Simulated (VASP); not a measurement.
Computed with PBE GGA, VASP's PBE PAW potentials (set 64) (plane waves; VASP).

VASP ran on this input.

### POSCAR
```
MoSi2
1
   -1.6092458429     1.6092458429     3.9365545226
    1.6092458429    -1.6092458429     3.9365545226
    1.6092458429     1.6092458429    -3.9365545226
Si Mo
2 1
Direct
  0.6649016427   0.6649016427   0.0000000000
  0.3350983573   0.3350983573   0.0000000000
  0.0000000000   0.0000000000   0.0000000000
```

**INCAR**
```
SYSTEM = MoSi2
PREC = Accurate; ENCUT = 520; LREAL = .FALSE.
LASPH = .TRUE.
EDIFF = 1E-7; NELM = 100; ALGO = Normal
LMAXMIX = 4
ISMEAR = -5
GGA = PE
ISIF = 2
LWAVE = .FALSE.; LCHARG = .TRUE.; LORBIT = 11
NEDOS = 601
LEFG = .TRUE.
```

KPOINTS:
```
Automatic
0
Gamma
15 15 15
```

POTCAR, in this order: Si Mo_sv (PBE.64 set). Program: vasp_std.

Output of the run:

File OSZICAR:
```
       N       E                     dE             d eps       ncg     rms          rms(c)
DAV:   1     0.121739962828E+03    0.12174E+03   -0.11479E+04  8680   0.139E+03
DAV:   2    -0.210363226638E+02   -0.14278E+03   -0.14144E+03 10544   0.336E+02
DAV:   3    -0.241601084130E+02   -0.31238E+01   -0.31030E+01 11672   0.443E+01
DAV:   4    -0.241771489658E+02   -0.17041E-01   -0.17039E-01  9893   0.365E+00
DAV:   5    -0.241772828224E+02   -0.13386E-03   -0.13395E-03 11734   0.316E-01    0.209E+01
DAV:   6    -0.234266488196E+02    0.75063E+00   -0.76916E+00 10005   0.188E+01    0.454E+00
DAV:   7    -0.232967092140E+02    0.12994E+00   -0.11775E+00  9755   0.690E+00    0.435E+00
DAV:   8    -0.232620919897E+02    0.34617E-01   -0.11984E-01 10341   0.290E+00    0.450E-01
DAV:   9    -0.232614299124E+02    0.66208E-03   -0.23001E-03 10733   0.432E-01    0.250E-01
DAV:  10    -0.232614014714E+02    0.28441E-04   -0.72896E-04 10369   0.253E-01    0.556E-02
DAV:  11    -0.232613787212E+02    0.22750E-04   -0.26400E-04 10299   0.129E-01    0.406E-02
DAV:  12    -0.232613799342E+02   -0.12129E-05   -0.28164E-05  9777   0.391E-02    0.940E-03
DAV:  13    -0.232613797598E+02    0.17439E-06   -0.10446E-06 11349   0.673E-03    0.123E-03
DAV:  14    -0.232613797197E+02    0.40116E-07   -0.40360E-08  5384   0.144E-03
   1 F= -.23261380E+02 E0= -.23261380E+02  d E =0.000000E+00
```

File OUTCAR:
```
------------------------ aborting loop because EDIFF is reached ----------------------------------------
  FORCE on cell =-STRESS in cart. coord.  units (eV):
  Direction    XX          YY          ZZ          XY          YZ          ZX
  --------------------------------------------------------------------------------------
  Total       -0.0105903     -0.0105903     -0.0106551      0.0000000      0.0000000      0.0000000
  in kB       -0.4161008     -0.4161008     -0.4186476      0.0000000      0.0000000      0.0000000
  external PRESSURE =      -0.4169498 kB  Pullay stress =       0.0000000 kB
  volume of cell :       40.78
      direct lattice vectors                 reciprocal lattice vectors
    -1.609245843  1.609245843  3.936554523     0.000000000  0.310704547  0.127014626
     1.609245843 -1.609245843  3.936554523     0.310704547  0.000000000  0.127014626
     1.609245843  1.609245843 -3.936554523     0.310704547  0.310704547  0.000000000
 POSITION                                       TOTAL-FORCE (eV/Angst)
 -----------------------------------------------------------------------------------
      0.00000      0.00000      5.23484        -0.000000     -0.000000     -0.014241
      0.00000      0.00000      2.63827         0.000000      0.000000      0.014241
      0.00000      0.00000      0.00000        -0.000000     -0.000000     -0.000000
 -----------------------------------------------------------------------------------
    total drift:                                0.000000     -0.000000     -0.000000
  FREE ENERGIE OF THE ION-ELECTRON SYSTEM (eV)
  ---------------------------------------------------
  free  energy   TOTEN  =       -23.2613797197 eV

  energy  without entropy=      -23.2613797197  energy(sigma->0) =      -23.26137972

 total charge

# of ion       s       p       d       tot
------------------------------------------
    1        0.741   0.869   0.000   1.610
    2        0.741   0.869   0.000   1.610
    3        2.281   6.201   4.161  12.644
--------------------------------------------------
tot          3.764   7.939   4.161  15.864

 Electric field gradients after diagonalization (V/A^2)
 (convention: |V_zz| > |V_xx| > |V_yy|)
----------------------------------------------------------------------
 ion       V_xx      V_yy      V_zz     asymmetry (V_yy - V_xx)/ V_zz
----------------------------------------------------------------------
   1       5.695     5.695   -11.390       0.000
   2       5.695     5.695   -11.390       0.000
   3      29.734    29.733   -59.467       0.000
```
(Selected blocks of OUTCAR.)

For a metal the tetrahedron method with Blöchl corrections gives inexact stress and forces.

The compound is MoSi2 in the MoSi2 type structure. It was relaxed first.
